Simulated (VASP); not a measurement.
OSZICAR of a VASP run on Sr$_{12}$Ti$_{12}$FO$_{35}$:

### OSZICAR
```
...
  19 F= -.47878830E+03 E0= -.47877527E+03  d E =-.754247E-03  mag=     1.0000
       N       E                     dE             d eps       ncg     rms          rms(c)
DAV:   1    -0.478786742311E+03    0.15506E-02   -0.77611E-01   960   0.202E+00    0.184E-01
RMM:   2    -0.478788267588E+03   -0.15253E-02   -0.17071E-02   930   0.346E-01    0.203E-01
RMM:   3    -0.478788655634E+03   -0.38805E-03   -0.40120E-03  1181   0.149E-01    0.155E-01
RMM:   4    -0.478788674352E+03   -0.18719E-04   -0.90686E-04  1362   0.675E-02    0.120E-01
RMM:   5    -0.478788648358E+03    0.25994E-04   -0.32916E-04  1315   0.406E-02    0.726E-02
RMM:   6    -0.478788643489E+03    0.48697E-05   -0.19522E-04  1266   0.290E-02    0.175E-02
RMM:   7    -0.478788652903E+03   -0.94146E-05   -0.91157E-05   986   0.161E-02
  20 F= -.47878865E+03 E0= -.47877563E+03  d E =-.110904E-02  mag=     1.0000
       N       E                     dE             d eps       ncg     rms          rms(c)
DAV:   1    -0.478787604067E+03    0.10394E-02   -0.75721E-01   944   0.197E+00    0.179E-01
RMM:   2    -0.478789103042E+03   -0.14990E-02   -0.16703E-02   933   0.340E-01    0.225E-01
RMM:   3    -0.478789452489E+03   -0.34945E-03   -0.39979E-03  1167   0.147E-01    0.149E-01
RMM:   4    -0.478789478597E+03   -0.26108E-04   -0.88516E-04  1353   0.659E-02    0.110E-01
RMM:   5    -0.478789448694E+03    0.29903E-04   -0.32982E-04  1295   0.397E-02    0.662E-02
RMM:   6    -0.478789447109E+03    0.15855E-05   -0.20373E-04  1247   0.287E-02    0.289E-02
RMM:   7    -0.478789452924E+03   -0.58152E-05   -0.92481E-05   971   0.160E-02
  21 F= -.47878945E+03 E0= -.47877645E+03  d E =-.800021E-03  mag=     1.0000
       N       E                     dE             d eps       ncg     rms          rms(c)
DAV:   1    -0.478788899959E+03    0.54715E-03   -0.28071E-01   968   0.120E+00    0.112E-01
RMM:   2    -0.478789469421E+03   -0.56946E-03   -0.63126E-03   935   0.208E-01    0.143E-01
RMM:   3    -0.478789601245E+03   -0.13182E-03   -0.15498E-03  1184   0.902E-02    0.926E-02
RMM:   4    -0.478789614335E+03   -0.13090E-04   -0.35874E-04  1304   0.408E-02    0.642E-02
RMM:   5    -0.478789605464E+03    0.88709E-05   -0.13886E-04  1191   0.246E-02    0.385E-02
RMM:   6    -0.478789607027E+03   -0.15627E-05   -0.88155E-05  1059   0.178E-02
  22 F= -.47878961E+03 E0= -.47877660E+03  d E =-.954124E-03  mag=     1.0000
       N       E                     dE             d eps       ncg     rms          rms(c)
DAV:   1    -0.478788044628E+03    0.15608E-02   -0.94424E-01   960   0.218E+00    0.197E-01
RMM:   2    -0.478789929342E+03   -0.18847E-02   -0.20355E-02   928   0.366E-01    0.288E-01
RMM:   3    -0.478790281773E+03   -0.35243E-03   -0.47535E-03  1154   0.157E-01    0.154E-01
RMM:   4    -0.478790333970E+03   -0.52198E-04   -0.99056E-04  1337   0.696E-02    0.117E-01
RMM:   5    -0.478790296493E+03    0.37478E-04   -0.38880E-04  1278   0.415E-02    0.667E-02
RMM:   6    -0.478790299150E+03   -0.26575E-05   -0.22930E-04  1266   0.297E-02    0.278E-02
RMM:   7    -0.478790305693E+03   -0.65427E-05   -0.10280E-04   989   0.161E-02    0.135E-02
RMM:   8    -0.478790309197E+03   -0.35044E-05   -0.51022E-05   796   0.113E-02
  23 F= -.47879031E+03 E0= -.47877730E+03  d E =-.702170E-03  mag=     1.0000
       N       E                     dE             d eps       ncg     rms          rms(c)
DAV:   1    -0.478790204527E+03    0.10117E-03   -0.76431E-02   960   0.622E-01    0.576E-02
RMM:   2    -0.478790371022E+03   -0.16649E-03   -0.17583E-03   968   0.106E-01    0.931E-02
RMM:   3    -0.478790396797E+03   -0.25775E-04   -0.42773E-04  1170   0.455E-02    0.434E-02
RMM:   4    -0.478790404577E+03   -0.77804E-05   -0.10383E-04  1013   0.213E-02    0.315E-02
RMM:   5    -0.478790403099E+03    0.14783E-05   -0.50837E-05   755   0.131E-02
  24 F= -.47879040E+03 E0= -.47877740E+03  d E =-.796072E-03  mag=     1.0000
       N       E                     dE             d eps       ncg     rms          rms(c)
DAV:   1    -0.478789702915E+03    0.70166E-03   -0.30245E-01   944   0.123E+00    0.111E-01
RMM:   2    -0.478790287253E+03   -0.58434E-03   -0.64387E-03   928   0.206E-01    0.140E-01
RMM:   3    -0.478790421644E+03   -0.13439E-03   -0.15266E-03  1154   0.880E-02    0.903E-02
RMM:   4    -0.478790434237E+03   -0.12592E-04   -0.34421E-04  1232   0.394E-02    0.745E-02
RMM:   5    -0.478790420948E+03    0.13289E-04   -0.13428E-04  1093   0.239E-02    0.438E-02
RMM:   6    -0.478790421498E+03   -0.55054E-06   -0.83156E-05   986   0.177E-02
  25 F= -.47879042E+03 E0= -.47877741E+03  d E =-.814471E-03  mag=     1.0000
       N       E                     dE             d eps       ncg     rms          rms(c)
DAV:   1    -0.478789788929E+03    0.63202E-03   -0.42722E-01   952   0.147E+00    0.123E-01
RMM:   2    -0.478790628973E+03   -0.84004E-03   -0.89452E-03   928   0.239E-01    0.128E-01
RMM:   3    -0.478790838417E+03   -0.20944E-03   -0.21005E-03  1174   0.102E-01    0.115E-01
RMM:   4    -0.478790842706E+03   -0.42893E-05   -0.47158E-04  1277   0.459E-02    0.627E-02
RMM:   5    -0.478790837679E+03    0.50272E-05   -0.17134E-04  1137   0.264E-02    0.383E-02
RMM:   6    -0.478790839092E+03   -0.14132E-05   -0.10428E-04  1039   0.181E-02    0.130E-02
RMM:   7    -0.478790842535E+03   -0.34427E-05   -0.39190E-05   704   0.108E-02
  26 F= -.47879084E+03 E0= -.47877783E+03  d E =-.421037E-03  mag=     1.0000
       N       E                     dE             d eps       ncg     rms          rms(c)
DAV:   1    -0.478786878783E+03    0.39603E-02   -0.18373E+00   960   0.304E+00    0.251E-01
RMM:   2    -0.478790472832E+03   -0.35940E-02   -0.38179E-02   928   0.495E-01    0.276E-01
RMM:   3    -0.478791317758E+03   -0.84493E-03   -0.87053E-03  1151   0.210E-01    0.231E-01
RMM:   4    -0.478791326979E+03   -0.92212E-05   -0.18507E-03  1349   0.939E-02    0.126E-01
RMM:   5    -0.478791290768E+03    0.36212E-04   -0.65107E-04  1326   0.536E-02    0.750E-02
RMM:   6    -0.478791294054E+03   -0.32860E-05   -0.38012E-04  1350   0.364E-02    0.295E-02
RMM:   7    -0.478791308105E+03   -0.14052E-04   -0.16252E-04  1232   0.209E-02    0.164E-02
RMM:   8    -0.478791314945E+03   -0.68399E-05   -0.97421E-05   954   0.143E-02
  27 F= -.47879131E+03 E0= -.47877828E+03  d E =-.893447E-03  mag=     1.0000
       N       E                     dE             d eps       ncg     rms          rms(c)
DAV:   1    -0.478791653322E+03   -0.34522E-03   -0.70928E-02   992   0.616E-01    0.749E-02
RMM:   2    -0.478791803089E+03   -0.14977E-03   -0.19543E-03   968   0.122E-01    0.114E-01
RMM:   3    -0.478791836793E+03   -0.33703E-04   -0.49698E-04  1182   0.524E-02    0.656E-02
RMM:   4    -0.478791842632E+03   -0.58391E-05   -0.13152E-04  1166   0.241E-02    0.794E-02
RMM:   5    -0.478791829465E+03    0.13167E-04   -0.66286E-05   970   0.162E-02    0.447E-02
RMM:   6    -0.478791833561E+03   -0.40961E-05   -0.40807E-05   758   0.136E-02
  28 F= -.47879183E+03 E0= -.47877880E+03  d E =-.518616E-03  mag=     1.0000
       N       E                     dE             d eps       ncg     rms          rms(c)
DAV:   1    -0.478791573366E+03    0.25610E-03   -0.25381E-01   960   0.116E+00    0.147E-01
RMM:   2    -0.478792084357E+03   -0.51099E-03   -0.67537E-03   928   0.230E-01    0.225E-01
RMM:   3    -0.478792190691E+03   -0.10633E-03   -0.16646E-03  1099   0.991E-02    0.126E-01
RMM:   4    -0.478792203458E+03   -0.12767E-04   -0.36435E-04  1229   0.438E-02    0.153E-01
RMM:   5    -0.478792156326E+03    0.47132E-04   -0.18464E-04  1105   0.305E-02    0.828E-02
RMM:   6    -0.478792169125E+03   -0.12799E-04   -0.93963E-05  1022   0.237E-02    0.324E-02
RMM:   7    -0.478792169611E+03   -0.48665E-06   -0.40255E-05   662   0.116E-02
  29 F= -.47879217E+03 E0= -.47877914E+03  d E =-.854666E-03  mag=     1.0000
       N       E                     dE             d eps       ncg     rms          rms(c)
DAV:   1    -0.478792318203E+03   -0.14908E-03   -0.67987E-02   992   0.607E-01    0.698E-02
RMM:   2    -0.478792446993E+03   -0.12879E-03   -0.16636E-03   943   0.113E-01    0.806E-02
RMM:   3    -0.478792482462E+03   -0.35469E-04   -0.42432E-04  1161   0.490E-02    0.544E-02
RMM:   4    -0.478792488404E+03   -0.59424E-05   -0.11368E-04  1083   0.229E-02    0.617E-02
RMM:   5    -0.478792477787E+03    0.10617E-04   -0.43844E-05   779   0.152E-02    0.278E-02
RMM:   6    -0.478792479732E+03   -0.19454E-05   -0.26966E-05   599   0.117E-02
  30 F= -.47879248E+03 E0= -.47877944E+03  d E =-.310121E-03  mag=     1.0000
       N       E                     dE             d eps       ncg     rms          rms(c)
DAV:   1    -0.478792187635E+03    0.29015E-03   -0.19632E-01   976   0.103E+00    0.118E-01
RMM:   2    -0.478792545433E+03   -0.35780E-03   -0.46588E-03   929   0.190E-01    0.135E-01
RMM:   3    -0.478792642240E+03   -0.96807E-04   -0.11374E-03  1130   0.821E-02    0.887E-02
RMM:   4    -0.478792658524E+03   -0.16284E-04   -0.28817E-04  1250   0.386E-02    0.117E-01
RMM:   5    -0.478792622336E+03    0.36189E-04   -0.11936E-04  1106   0.258E-02    0.514E-02
RMM:   6    -0.478792628688E+03   -0.63525E-05   -0.65562E-05   979   0.191E-02
  31 F= -.47879263E+03 E0= -.47877958E+03  d E =-.459077E-03  mag=     1.0000
       N       E                     dE             d eps       ncg     rms          rms(c)
DAV:   1    -0.478792736674E+03   -0.11434E-03   -0.37697E-02   976   0.453E-01    0.532E-02
RMM:   2    -0.478792809506E+03   -0.72832E-04   -0.98395E-04   969   0.858E-02    0.659E-02
RMM:   3    -0.478792830224E+03   -0.20719E-04   -0.25261E-04  1172   0.369E-02    0.407E-02
RMM:   4    -0.478792834545E+03   -0.43205E-05   -0.69955E-05   905   0.175E-02
  32 F= -.47879283E+03 E0= -.47877977E+03  d E =-.205857E-03  mag=     1.0000
```

**Question.** Which electronic solver shows in the log?

**Answer.** It is blocked Davidson (ALGO = Normal, or the opening steps of other solvers) and then RMM-DIIS (ALGO = Fast or VeryFast). The INCAR had ALGO = Fast.

**Question.** How was spin treated?

**Answer.** Collinear spin (ISPIN = 2): the summary line carries one mag value, 1.00 μB in the cell.

**Question.** Can the final energy be trusted as converged?

**Answer.** The calculation finished and met its thresholds. It stopped with EDIFF = 1E-5, NELM = 100, NSW = 120 and EDIFFG = -0.03 after 32 ionic steps (PBE GGA, plane waves, VASP's PBE PAW potentials (set 64)).  The cell is charged, with a uniform compensating background. The supercell is sampled at Γ alone, which is coarse: total energies, pressure and levels can be off, energies of defects by several tenths of an eV.

The cell is a supercell with a defect, built from SrTiO3 (cubic perovskite, the ideal cubic form; the compound distorts at low or room temperature): F_O, charge +2. The total moment is imposed (NUPDOWN), so this need not be the lowest spin state.
